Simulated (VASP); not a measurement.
**TiC (relaxed from the rock salt structure, space group Fm-3m): computed properties**

Level of theory: r2SCAN meta-GGA, VASP's PBE PAW potentials (set 64) (plane waves; VASP).

```
Property                                                               Value
----------------------------------  ----------------------------------------
space group                                                      Fm-3m (225)
cell                                a = b = c = 4.3327 Å, α = β = γ = 90.00°
volume per atom                                                10.17 Å³/atom
band gap (over mesh and band path)  none (metal, semimetal or under 0.01 eV)
density                                                           4.89 g/cm³
```

```
TiC
1.0
    0.00000     2.16637     2.16637
    2.16637     0.00000     2.16637
    2.16637     2.16637     0.00000
Ti C
1 1
Cartesian
  0.00000   0.00000   0.00000
  2.16637   2.16637   2.16637
```

The structure was generated: TiC was put into the rock salt type (Fm-3m), which need not be its known phase. It was relaxed first, which changed the volume by -39 %. Symmetry was kept, so distortions that lower it aren't found.
